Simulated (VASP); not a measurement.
Crystal: NaMg6Mo.

```
Mo Mg Na
1.0
     4.35332    0.00000    0.00000
     0.00000    4.41628    4.44930
     0.00000   -4.41628    4.44930
Mo Mg Na
1 6 1
Direct
  0.50000 0.37642 0.37642
  0.00000 0.14865 0.14865
  0.00000 0.60264 0.60264
  0.00000 0.14401 0.60798
  0.00000 0.60798 0.14401
  0.50000 0.37195 0.87785
  0.50000 0.87785 0.37195
  0.50000 0.87052 0.87052
```

The cell comes from a database or a generator and needn't be the stable form of this composition.

| Item | Value |
| --- | --- |
| Program | VASP 6.6.1 |
| Task | single point |
| Functional | PBE |
| Potentials or basis | VASP PAW PBE potentials, release 64 (Mo_sv, Mg, Na_pv) |
| Cutoff | 520 eV |
| k mesh | 6 × 5 × 5 |
| Occupations | fermi-dirac, width 0.05 eV |
| Spin | no spin polarisation |

On this cell: pressure -0.1 GPa; largest force 0.055 eV/Å; band gap on the k mesh none (metal or under the smearing width).

The same run follows on a disturbed copy (atoms moved at random, drawn with an rms of 0.05 Å):

```
Mo Mg Na
1.0
     4.35332    0.00000    0.00000
     0.00000    4.41628    4.44930
     0.00000   -4.41628    4.44930
Mo Mg Na
1 6 1
Direct
  0.50518 0.38129 0.37314
  0.98317 0.14076 0.14591
  0.98830 0.59970 0.60371
  0.00796 0.14902 0.61096
  0.00544 0.60054 0.13820
  0.49465 0.37487 0.87943
  0.50200 0.87314 0.37079
  0.50424 0.87477 0.86946
```

Task: What changes?

Result: The energy (extrapolated to zero smearing) moves by +5.0 meV/atom; pressure 0.0 GPa; largest force 0.344 eV/Å; band gap on the k mesh none (metal or under the smearing width).

Forces in eV/Å, atoms in the order of the input:
```
Mo  -0.229 -0.215 -0.140
Mg   0.270  0.018  0.138
Mg   0.207  0.202  0.049
Mg  -0.087  0.078 -0.207
Mg  -0.062 -0.056  0.176
Mg   0.064  0.037 -0.050
Mg  -0.088 -0.029  0.041
Na  -0.074 -0.034 -0.006
```

Stress tensor (GPa, compression positive):
```
 0.19  0.00  0.04
 0.00 -0.06  0.24
 0.04  0.24 -0.15
```
